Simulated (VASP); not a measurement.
All values below come from PBEsol GGA, VASP's PBE PAW potentials (set 64) (plane waves; VASP).

VASP ran on this input.

File KPOINTS:
```
Automatic mesh
0
Gamma
4 4 4
0 0 0
```

INCAR:
```
SYSTEM  =  MnS
PREC  =  Accurate; ENCUT  =  300; LREAL  =  F
LASPH  =  T
EDIFF  =  1E-6; NELM  =  100; ALGO  =  Normal
LMAXMIX  =  4
ISMEAR  =  -1; SIGMA  =  0.02
GGA  =  PS
MAGMOM  =  5.0 -5.0 0.0 0.0
ISPIN  =  2
IBRION  =  2; NSW  =  50; ISIF  =  3
EDIFFG  =  -0.01
LWAVE  =  F; LCHARG  =  F; LORBIT  =  11
```

**POSCAR**
```
MnS
1
    5.2685460000     2.6342730000     2.6342730000
    2.6342730000     5.2685460000     2.6342730000
    2.6342730000     2.6342730000     5.2685460000
Mn S
2 2
Direct
  0.0000000000   0.0000000000   0.0000000000
  0.5000000000   0.5000000000   0.5000000000
  0.2500000000   0.2500000000   0.2500000000
  0.7500000000   0.7500000000   0.7500000000
```

POTCAR, in this order: Mn_pv S (PBE.64 set). Program: vasp_std.

What VASP printed:

OSZICAR:
```
...
DAV:   4    -0.320868005680E+02   -0.62797E+00   -0.62771E+00  1406   0.173E+01
DAV:   5    -0.320988204255E+02   -0.12020E-01   -0.12018E-01  1544   0.269E+00    0.151E+01
DAV:   6    -0.295336078579E+02    0.25652E+01   -0.22355E+01  1632   0.431E+01    0.131E+01
DAV:   7    -0.297973728174E+02   -0.26376E+00   -0.18481E+00  1355   0.126E+01    0.758E+00
DAV:   8    -0.297983688108E+02   -0.99599E-03   -0.32012E-01  1632   0.545E+00    0.347E+00
DAV:   9    -0.297847830934E+02    0.13586E-01   -0.57083E-02  1560   0.243E+00    0.510E-01
DAV:  10    -0.297900643643E+02   -0.52813E-02   -0.51138E-03  1373   0.644E-01    0.256E-01
DAV:  11    -0.297903835903E+02   -0.31923E-03   -0.45442E-04  1449   0.161E-01    0.141E-01
DAV:  12    -0.297904478968E+02   -0.64306E-04   -0.10623E-04  1428   0.741E-02    0.555E-02
DAV:  13    -0.297904552136E+02   -0.73168E-05   -0.14287E-05  1336   0.335E-02    0.131E-02
DAV:  14    -0.297904549444E+02    0.26920E-06   -0.70459E-06  1462   0.177E-02
   1 F= -.29790455E+02 E0= -.29790455E+02  d E =-.297905E+02  mag=     0.0000
       N       E                     dE             d eps       ncg     rms          rms(c)
DAV:   1    -0.437029553479E+02   -0.13913E+02   -0.23453E+02  1322   0.187E+02    0.382E+01
DAV:   2    -0.320188737932E+02    0.11684E+02   -0.13862E+02  1386   0.115E+02    0.232E+01
DAV:   3    -0.297375369341E+02    0.22813E+01   -0.57196E+01  1498   0.653E+01    0.123E+01
DAV:   4    -0.300409186650E+02   -0.30338E+00   -0.62353E+00  1301   0.184E+01    0.655E+00
DAV:   5    -0.300721797500E+02   -0.31261E-01   -0.75347E-01  1575   0.769E+00    0.364E+00
DAV:   6    -0.300759159417E+02   -0.37362E-02   -0.10215E-01  1231   0.223E+00    0.181E+00
DAV:   7    -0.300608750269E+02    0.15041E-01   -0.23300E-02  1517   0.137E+00    0.732E-01
DAV:   8    -0.300608412523E+02    0.33775E-04   -0.75705E-03  1625   0.596E-01    0.282E-01
DAV:   9    -0.300610290128E+02   -0.18776E-03   -0.58145E-04  1457   0.170E-01    0.141E-01
DAV:  10    -0.300611055211E+02   -0.76508E-04   -0.20477E-04  1371   0.112E-01    0.513E-02
DAV:  11    -0.300610965160E+02    0.90051E-05   -0.18907E-05  1484   0.415E-02    0.278E-02
DAV:  12    -0.300610957610E+02    0.75506E-06   -0.30506E-05  1515   0.339E-02    0.132E-02
DAV:  13    -0.300610961743E+02   -0.41331E-06   -0.17301E-06   843   0.123E-02
   2 F= -.30061096E+02 E0= -.30061071E+02  d E =-.270641E+00  mag=    -0.0000
       N       E                     dE             d eps       ncg     rms          rms(c)
DAV:   1    -0.303261286270E+02   -0.26503E+00   -0.50204E+00  1308   0.290E+01    0.502E+00
DAV:   2    -0.300754292891E+02    0.25070E+00   -0.15258E+00  1324   0.165E+01    0.461E+00
DAV:   3    -0.300826999347E+02   -0.72706E-02   -0.88071E-02  1324   0.234E+00    0.907E-01
DAV:   4    -0.300716265395E+02    0.11073E-01   -0.44783E-02  1552   0.174E+00    0.515E-01
DAV:   5    -0.300699050682E+02    0.17215E-02   -0.10451E-02  1364   0.821E-01    0.323E-01
DAV:   6    -0.300696187975E+02    0.28627E-03   -0.80247E-04  1502   0.210E-01    0.132E-01
DAV:   7    -0.300696445032E+02   -0.25706E-04   -0.17808E-04  1322   0.131E-01    0.410E-02
DAV:   8    -0.300696431456E+02    0.13576E-05   -0.43506E-05  1413   0.357E-02    0.148E-02
DAV:   9    -0.300696444712E+02   -0.13256E-05   -0.26999E-06  1048   0.155E-02    0.875E-03
DAV:  10    -0.300696452324E+02   -0.76119E-06   -0.65996E-07   654   0.750E-03
   3 F= -.30069645E+02 E0= -.30069643E+02  d E =-.279190E+00  mag=     0.0000
       N       E                     dE             d eps       ncg     rms          rms(c)
DAV:   1    -0.300734163764E+02   -0.37719E-02   -0.74702E-02  1336   0.352E+00    0.609E-01
DAV:   2    -0.300696263055E+02    0.37901E-02   -0.21753E-02  1352   0.192E+00    0.537E-01
DAV:   3    -0.300697436884E+02   -0.11738E-03   -0.11008E-03  1310   0.273E-01    0.107E-01
DAV:   4    -0.300696009263E+02    0.14276E-03   -0.59082E-04  1552   0.191E-01    0.633E-02
DAV:   5    -0.300695760239E+02    0.24902E-04   -0.12602E-04  1336   0.986E-02    0.405E-02
DAV:   6    -0.300695703309E+02    0.56929E-05   -0.10480E-05  1406   0.244E-02    0.142E-02
DAV:   7    -0.300695702080E+02    0.12296E-06   -0.14194E-06   682   0.121E-02
   4 F= -.30069570E+02 E0= -.30069568E+02  d E =-.279115E+00  mag=     0.0000
       N       E                     dE             d eps       ncg     rms          rms(c)
DAV:   1    -0.300727337739E+02   -0.31634E-02   -0.11855E-01  1196   0.288E+00    0.392E-01
DAV:   2    -0.300710993579E+02    0.16344E-02   -0.29861E-03  1338   0.548E-01    0.226E-01
DAV:   3    -0.300705758527E+02    0.52351E-03   -0.57481E-04  1570   0.246E-01    0.122E-01
DAV:   4    -0.300704981943E+02    0.77658E-04   -0.16688E-04  1513   0.968E-02    0.322E-02
DAV:   5    -0.300704990805E+02   -0.88615E-06   -0.77847E-06  1185   0.258E-02
   5 F= -.30070499E+02 E0= -.30070498E+02  d E =-.928872E-03  mag=     0.0000
       N       E                     dE             d eps       ncg     rms          rms(c)
DAV:   1    -0.300838059370E+02   -0.13308E-01   -0.66389E-01  1196   0.680E+00    0.930E-01
DAV:   2    -0.300746428507E+02    0.91631E-02   -0.16742E-02  1338   0.129E+00    0.535E-01
DAV:   3    -0.300717140630E+02    0.29288E-02   -0.32515E-03  1570   0.580E-01    0.288E-01
DAV:   4    -0.300712833013E+02    0.43076E-03   -0.92613E-04  1513   0.229E-01    0.765E-02
DAV:   5    -0.300712882115E+02   -0.49102E-05   -0.44752E-05  1338   0.624E-02    0.485E-02
DAV:   6    -0.300712895179E+02   -0.13063E-05   -0.38783E-06  1186   0.146E-02    0.180E-02
DAV:   7    -0.300712896659E+02   -0.14804E-06   -0.72595E-07   871   0.755E-03
   6 F= -.30071290E+02 E0= -.30071289E+02  d E =-.171946E-02  mag=     0.0000
       N       E                     dE             d eps       ncg     rms          rms(c)
DAV:   1    -0.300717312895E+02   -0.44177E-03   -0.21419E-02  1196   0.122E+00    0.167E-01
DAV:   2    -0.300714342793E+02    0.29701E-03   -0.54419E-04  1324   0.235E-01    0.963E-02
DAV:   3    -0.300713393359E+02    0.94943E-04   -0.10392E-04  1570   0.105E-01    0.525E-02
DAV:   4    -0.300713246497E+02    0.14686E-04   -0.30763E-05  1513   0.412E-02    0.137E-02
DAV:   5    -0.300713247539E+02   -0.10417E-06   -0.14310E-06   926   0.113E-02
   7 F= -.30071325E+02 E0= -.30071324E+02  d E =-.175455E-02  mag=    -0.0000
       N       E                     dE             d eps       ncg     rms          rms(c)
DAV:   1    -0.300780548615E+02   -0.67302E-02   -0.13021E-01  1336   0.462E+00    0.802E-01
DAV:   2    -0.300714521406E+02    0.66027E-02   -0.37675E-02  1352   0.251E+00    0.700E-01
DAV:   3    -0.300716539785E+02   -0.20184E-03   -0.18705E-03  1310   0.366E-01    0.139E-01
DAV:   4    -0.300714110670E+02    0.24291E-03   -0.10183E-03  1552   0.248E-01    0.835E-02
DAV:   5    -0.300713727890E+02    0.38278E-04   -0.21289E-04  1364   0.132E-01    0.542E-02
DAV:   6    -0.300713664072E+02    0.63818E-05   -0.17311E-05  1406   0.318E-02    0.198E-02
DAV:   7    -0.300713680436E+02   -0.16364E-05   -0.21386E-06   960   0.139E-02    0.659E-03
DAV:   8    -0.300713677445E+02    0.29911E-06   -0.72852E-07   640   0.523E-03
   8 F= -.30071368E+02 E0= -.30071366E+02  d E =-.429906E-04  mag=    -0.0000
       N       E                     dE             d eps       ncg     rms          rms(c)
DAV:   1    -0.300725010457E+02   -0.11330E-02   -0.21425E-02  1336   0.188E+00    0.326E-01
DAV:   2    -0.300714187743E+02    0.10823E-02   -0.62347E-03  1352   0.103E+00    0.287E-01
DAV:   3    -0.300714512160E+02   -0.32442E-04   -0.31279E-04  1302   0.148E-01    0.568E-02
DAV:   4    -0.300714107054E+02    0.40511E-04   -0.17056E-04  1552   0.103E-01    0.337E-02
DAV:   5    -0.300714031377E+02    0.75678E-05   -0.36480E-05  1350   0.537E-02    0.218E-02
DAV:   6    -0.300714012150E+02    0.19227E-05   -0.28768E-06  1154   0.129E-02    0.798E-03
DAV:   7    -0.300714009780E+02    0.23701E-06   -0.38039E-07   612   0.632E-03
   9 F= -.30071401E+02 E0= -.30071400E+02  d E =-.762241E-04  mag=     0.0000
```

### OUTCAR
```
------------------------ aborting loop because EDIFF is reached ----------------------------------------
  FORCE on cell =-STRESS in cart. coord.  units (eV):
  Direction    XX          YY          ZZ          XY          YZ          ZX
  --------------------------------------------------------------------------------------
  Total        0.0072648      0.0072648      0.0072648      0.0012476      0.0012476      0.0012476
  in kB        0.1815793      0.1815793      0.1815793      0.0311828      0.0311828      0.0311828
  external PRESSURE =       0.1815793 kB  Pullay stress =       0.0000000 kB
  volume of cell :       64.10
      direct lattice vectors                 reciprocal lattice vectors
     5.013002879  2.476985545  2.476985545     0.296323166 -0.097995906 -0.097995906
     2.476985545  5.013002879  2.476985545    -0.097995906  0.296323166 -0.097995906
     2.476985545  2.476985545  5.013002879    -0.097995906 -0.097995906  0.296323166
 POSITION                                       TOTAL-FORCE (eV/Angst)
 -----------------------------------------------------------------------------------
      0.00000      0.00000      0.00000         0.000000      0.000000      0.000000
      4.98349      4.98349      4.98349        -0.000000      0.000000      0.000000
      2.49174      2.49174      2.49174        -0.000000     -0.000000     -0.000000
      7.47523      7.47523      7.47523         0.000000     -0.000000      0.000000
 -----------------------------------------------------------------------------------
    total drift:                                0.000000     -0.000000      0.000000
  FREE ENERGIE OF THE ION-ELECTRON SYSTEM (eV)
  ---------------------------------------------------
  free  energy   TOTEN  =       -30.0714009780 eV

  energy  without entropy=      -30.0713987800  energy(sigma->0) =      -30.07139988

 total charge

# of ion       s       p       d       tot
------------------------------------------
    1        0.231   6.195   4.984  11.410
    2        0.231   6.195   4.984  11.410
    3        1.318   2.414   0.000   3.731
    4        1.318   2.414   0.000   3.731
--------------------------------------------------
tot          3.097  17.217   9.969  30.283

 magnetization (x)

# of ion       s       p       d       tot
------------------------------------------
    1        0.016   0.015   4.031   4.061
    2       -0.016  -0.015  -4.031  -4.061
    3        0.000   0.000   0.000   0.000
    4        0.000   0.000   0.000   0.000
--------------------------------------------------
tot          0.000   0.000  -0.000  -0.000

 reached required accuracy - stopping structural energy minimisation
```
(Selected blocks of OUTCAR.)

CONTCAR:
```
MnS
   1.00000000000000
     5.0130028791670265    2.4769855449866203    2.4769855449866203
     2.4769855449866203    5.0130028791670265    2.4769855449866203
     2.4769855449866203    2.4769855449866203    5.0130028791670265
  Mn              S
     2     2
Direct
     0.0000000000000000    0.0000000000000000    0.0000000000000000
     0.5000000000000000    0.5000000000000000    0.5000000000000000
     0.2500000000000000    0.2500000000000000    0.2500000000000000
     0.7500000000000000    0.7500000000000000    0.7500000000000000
```

At this cut-off the stress carries a Pulay error, which pulls relaxed volumes low. Energy and stress use the plane-wave basis of the starting cell.

The structure is a typed MnS crystal (Fm-3m). This run relaxes it. It ends in space group R-3m. Symmetry was kept, so distortions that lower it aren't found. The k-mesh is coarse (spacing up to 0.51 per Å, 2π included), so the numbers may not be converged in it. The run is one of a series of settings (EDIFFG = -0.01, IBRION = 2, ISIF = 3, NSW = 50 against the base run), some of them coarse on purpose.
